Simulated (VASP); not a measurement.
OSZICAR of a VASP run on Sr (fcc):

OSZICAR:
```
...
DAV:  21    -0.233174067867E+01   -0.34277E-02   -0.16452E-02   965   0.937E-01    0.513E+00
DAV:  22    -0.230983828365E+01    0.21902E-01   -0.62911E-02   831   0.234E+00    0.335E+00
DAV:  23    -0.200511544708E+01    0.30472E+00   -0.49381E-01   683   0.716E+00    0.348E+00
DAV:  24    -0.210354270360E+01   -0.98427E-01   -0.13515E-01   634   0.552E+00    0.345E+00
DAV:  25    -0.207510746894E+01    0.28435E-01   -0.13907E-01   633   0.393E+00    0.277E+00
DAV:  26    -0.209902175832E+01   -0.23914E-01   -0.19717E-02   663   0.128E+00    0.248E+00
DAV:  27    -0.216653034264E+01   -0.67509E-01   -0.13711E-01   630   0.322E+00    0.202E+00
DAV:  28    -0.216322424963E+01    0.33061E-02   -0.23988E-03   932   0.317E-01    0.194E+00
DAV:  29    -0.216327295651E+01   -0.48707E-04   -0.56636E-04   662   0.131E-01    0.196E+00
DAV:  30    -0.216358062989E+01   -0.30767E-03   -0.23551E-04   709   0.142E-01    0.194E+00
DAV:  31    -0.216375828681E+01   -0.17766E-03   -0.64931E-05   687   0.723E-02    0.194E+00
DAV:  32    -0.217262623595E+01   -0.88679E-02   -0.89182E-03   634   0.636E-01    0.211E+00
DAV:  33    -0.217178909465E+01    0.83714E-03   -0.13710E-03   718   0.360E-01    0.211E+00
DAV:  34    -0.217778810487E+01   -0.59990E-02   -0.19061E-03   634   0.487E-01    0.216E+00
DAV:  35    -0.217432902723E+01    0.34591E-02   -0.80440E-03   654   0.516E-01    0.225E+00
DAV:  36    -0.218230942294E+01   -0.79804E-02   -0.17579E-02   634   0.835E-01    0.228E+00
DAV:  37    -0.217562501886E+01    0.66844E-02   -0.13489E-02   634   0.808E-01    0.219E+00
DAV:  38    -0.217025079826E+01    0.53742E-02   -0.41104E-03   642   0.657E-01    0.195E+00
DAV:  39    -0.216668249778E+01    0.35683E-02   -0.38631E-03   666   0.854E-01    0.162E+00
DAV:  40    -0.216162917836E+01    0.50533E-02   -0.57208E-03   634   0.721E-01    0.134E+00
DAV:  41    -0.216052219729E+01    0.11070E-02   -0.56574E-03   634   0.105E+00    0.106E+00
DAV:  42    -0.215994189940E+01    0.58030E-03   -0.40817E-03   726   0.794E-01    0.743E-01
DAV:  43    -0.216056071339E+01   -0.61881E-03   -0.22655E-03   634   0.542E-01    0.508E-01
DAV:  44    -0.216124528587E+01   -0.68457E-03   -0.47997E-04   680   0.292E-01    0.417E-01
DAV:  45    -0.216156931247E+01   -0.32403E-03   -0.46469E-04   634   0.316E-01    0.367E-01
DAV:  46    -0.216157709917E+01   -0.77867E-05   -0.47309E-04   652   0.194E-01    0.350E-01
DAV:  47    -0.216154049660E+01    0.36603E-04   -0.16396E-04   636   0.143E-01    0.334E-01
DAV:  48    -0.216199459040E+01   -0.45409E-03   -0.19770E-04   634   0.138E-01    0.287E-01
DAV:  49    -0.216229074637E+01   -0.29616E-03   -0.21296E-04   652   0.135E-01    0.221E-01
DAV:  50    -0.216272876964E+01   -0.43802E-03   -0.22075E-04   636   0.111E-01    0.199E-01
DAV:  51    -0.216269422316E+01    0.34546E-04   -0.37165E-05   910   0.790E-02    0.189E-01
DAV:  52    -0.216325211089E+01   -0.55789E-03   -0.33411E-04   636   0.107E-01    0.187E-01
DAV:  53    -0.216369480391E+01   -0.44269E-03   -0.31585E-04   691   0.925E-02    0.189E-01
DAV:  54    -0.216411601682E+01   -0.42121E-03   -0.24568E-04   678   0.855E-02    0.179E-01
DAV:  55    -0.216434727616E+01   -0.23126E-03   -0.94346E-05   797   0.487E-02    0.181E-01
DAV:  56    -0.216438459821E+01   -0.37322E-04   -0.21415E-05   784   0.645E-02    0.163E-01
DAV:  57    -0.216446360542E+01   -0.79007E-04   -0.12542E-05   694   0.236E-02    0.157E-01
DAV:  58    -0.216474088337E+01   -0.27728E-03   -0.11274E-04   664   0.518E-02    0.151E-01
DAV:  59    -0.216497701567E+01   -0.23613E-03   -0.80926E-05   715   0.446E-02    0.150E-01
DAV:  60    -0.216426521945E+01    0.71180E-03   -0.76071E-04   653   0.134E-01    0.152E-01
DAV:  61    -0.216135841640E+01    0.29068E-02   -0.11518E-02   654   0.518E-01    0.155E-01
DAV:  62    -0.216004461953E+01    0.13138E-02   -0.29001E-03   690   0.234E-01    0.151E-01
DAV:  63    -0.216074367994E+01   -0.69906E-03   -0.96990E-04   634   0.154E-01    0.126E-01
DAV:  64    -0.216221361268E+01   -0.14699E-02   -0.32834E-03   630   0.231E-01    0.109E-01
DAV:  65    -0.216601399626E+01   -0.38004E-02   -0.21383E-02   662   0.657E-01    0.770E-02
DAV:  66    -0.216751054850E+01   -0.14966E-02   -0.45156E-03   817   0.387E-01    0.749E-02
DAV:  67    -0.216791944064E+01   -0.40889E-03   -0.42361E-04   924   0.154E-01    0.744E-02
DAV:  68    -0.216804184532E+01   -0.12240E-03   -0.55394E-05   806   0.518E-02    0.714E-02
DAV:  69    -0.216844080252E+01   -0.39896E-03   -0.46545E-04   653   0.159E-01    0.544E-02
DAV:  70    -0.216873570212E+01   -0.29490E-03   -0.33579E-04   685   0.142E-01    0.474E-02
DAV:  71    -0.216922097140E+01   -0.48527E-03   -0.12243E-03   650   0.282E-01    0.327E-02
DAV:  72    -0.216946943250E+01   -0.24846E-03   -0.69598E-04   758   0.229E-01    0.294E-02
DAV:  73    -0.216965897943E+01   -0.18955E-03   -0.11964E-03   650   0.303E-01    0.848E-03
DAV:  74    -0.216967663620E+01   -0.17657E-04   -0.14779E-04   988   0.113E-01    0.898E-03
DAV:  75    -0.216967930586E+01   -0.26697E-05   -0.27660E-05   735   0.499E-02    0.120E-03
DAV:  76    -0.216967812067E+01    0.11852E-05   -0.12128E-05   687   0.318E-02    0.503E-03
DAV:  77    -0.216967964850E+01   -0.15278E-05   -0.52825E-06   653   0.201E-02    0.132E-03
DAV:  78    -0.216967906480E+01    0.58370E-06   -0.19884E-06   759   0.159E-02
   1 F= -.21696791E+01 E0= -.21687301E+01  d E =-.216968E+01
       N       E                     dE             d eps       ncg     rms          rms(c)
DAV:   1    -0.217973348666E+01   -0.10054E-01   -0.32317E-01   635   0.509E+00    0.659E-01
DAV:   2    -0.217258660430E+01    0.71469E-02   -0.24882E-02   676   0.157E+00    0.293E-01
DAV:   3    -0.217037351750E+01    0.22131E-02   -0.10310E-02   852   0.972E-01    0.240E-01
DAV:   4    -0.217041267318E+01   -0.39156E-04   -0.17805E-03   897   0.330E-01    0.136E-01
DAV:   5    -0.217063070121E+01   -0.21803E-03   -0.67128E-04   750   0.260E-01    0.763E-02
DAV:   6    -0.217045036389E+01    0.18034E-03   -0.31716E-03   694   0.555E-01    0.482E-02
DAV:   7    -0.217053125980E+01   -0.80896E-04   -0.38560E-04   883   0.163E-01    0.520E-02
DAV:   8    -0.217057726538E+01   -0.46006E-04   -0.25710E-05   682   0.514E-02    0.542E-02
DAV:   9    -0.217063129454E+01   -0.54029E-04   -0.97955E-05   630   0.973E-02    0.366E-02
DAV:  10    -0.217062487923E+01    0.64153E-05   -0.91635E-04   630   0.277E-01    0.362E-02
DAV:  11    -0.217065599213E+01   -0.31113E-04   -0.71001E-05   656   0.955E-02    0.267E-02
DAV:  12    -0.217067751157E+01   -0.21519E-04   -0.25824E-05   827   0.534E-02    0.233E-02
DAV:  13    -0.217068613140E+01   -0.86198E-05   -0.15854E-05   652   0.407E-02    0.164E-02
DAV:  14    -0.217068359215E+01    0.25393E-05   -0.36220E-07   456   0.740E-03    0.143E-02
DAV:  15    -0.217068427298E+01   -0.68083E-06   -0.19040E-06   651   0.203E-02
   2 F= -.21706843E+01 E0= -.21698450E+01  d E =-.100521E-02
       N       E                     dE             d eps       ncg     rms          rms(c)
DAV:   1    -0.217905475285E+01   -0.83712E-02   -0.29255E-01   635   0.484E+00    0.631E-01
DAV:   2    -0.217260172340E+01    0.64530E-02   -0.22398E-02   676   0.151E+00    0.282E-01
DAV:   3    -0.217053867029E+01    0.20631E-02   -0.97326E-03   837   0.942E-01    0.230E-01
DAV:   4    -0.217062129246E+01   -0.82622E-04   -0.17513E-03   887   0.325E-01    0.134E-01
DAV:   5    -0.217083518812E+01   -0.21390E-03   -0.80481E-04   702   0.275E-01    0.752E-02
DAV:   6    -0.217059272271E+01    0.24247E-03   -0.31553E-03   678   0.566E-01    0.485E-02
DAV:   7    -0.217073137942E+01   -0.13866E-03   -0.42395E-04   818   0.191E-01    0.466E-02
DAV:   8    -0.217073494020E+01   -0.35608E-05   -0.31781E-05   984   0.333E-02    0.510E-02
DAV:   9    -0.217083566236E+01   -0.10072E-03   -0.42959E-04   848   0.205E-01    0.183E-02
DAV:  10    -0.217084154277E+01   -0.58804E-05   -0.57889E-05   638   0.730E-02    0.161E-02
DAV:  11    -0.217084678074E+01   -0.52380E-05   -0.77108E-06   658   0.308E-02    0.139E-02
DAV:  12    -0.217084578122E+01    0.99952E-06   -0.25109E-06   951   0.143E-02
   3 F= -.21708458E+01 E0= -.21701235E+01  d E =-.116672E-02
       N       E                     dE             d eps       ncg     rms          rms(c)
DAV:   1    -0.217214928536E+01   -0.13025E-02   -0.48729E-02   637   0.197E+00    0.253E-01
DAV:   2    -0.217116685253E+01    0.98243E-03   -0.37547E-03   660   0.628E-01    0.118E-01
DAV:   3    -0.217078569220E+01    0.38116E-03   -0.17771E-03   798   0.407E-01    0.112E-01
DAV:   4    -0.217087299182E+01   -0.87300E-04   -0.35118E-04   908   0.154E-01    0.583E-02
DAV:   5    -0.217080964709E+01    0.63345E-04   -0.20709E-04   952   0.132E-01    0.426E-02
DAV:   6    -0.217084089807E+01   -0.31251E-04   -0.73793E-04   862   0.248E-01    0.243E-02
DAV:   7    -0.217085897596E+01   -0.18078E-04   -0.44333E-05   708   0.650E-02    0.251E-02
DAV:   8    -0.217085854176E+01    0.43421E-06   -0.17594E-06   743   0.817E-03
   4 F= -.21708585E+01 E0= -.21700764E+01  d E =-.117948E-02
       N       E                     dE             d eps       ncg     rms          rms(c)
DAV:   1    -0.217123871072E+01   -0.37973E-03   -0.13261E-02   637   0.103E+00    0.134E-01
DAV:   2    -0.217088657864E+01    0.35213E-03   -0.10053E-03   642   0.350E-01    0.592E-02
DAV:   3    -0.217078770608E+01    0.98873E-04   -0.66017E-04   711   0.267E-01    0.757E-02
DAV:   4    -0.217083744776E+01   -0.49742E-04   -0.42093E-05   734   0.674E-02    0.551E-02
DAV:   5    -0.217086926171E+01   -0.31814E-04   -0.13548E-04   760   0.950E-02    0.244E-02
DAV:   6    -0.217086870155E+01    0.56016E-06   -0.12460E-05   651   0.377E-02    0.157E-02
DAV:   7    -0.217087401062E+01   -0.53091E-05   -0.22354E-05   946   0.365E-02    0.599E-03
DAV:   8    -0.217087435382E+01   -0.34320E-06   -0.84994E-06   630   0.323E-02
   5 F= -.21708744E+01 E0= -.21701242E+01  d E =-.119529E-02
```

Problem. Which electronic solver shows in the log?

Solution. It is blocked Davidson (ALGO = Normal, or the opening steps of other solvers). The INCAR had ALGO = Normal.

Problem. Can the final energy be trusted as converged?

Solution. Self-consistency was reached. It stopped with EDIFF = 1E-6, NELM = 100, NSW = 60 and EDIFFG = -0.01 after 5 ionic steps (MS2 meta-GGA, plane waves, VASP's PBE PAW potentials (set 64)). Energy and stress use the plane-wave basis of the starting cell.

The compound is Sr in the fcc structure. This run relaxes it. Symmetry was kept, so distortions that lower it aren't found.
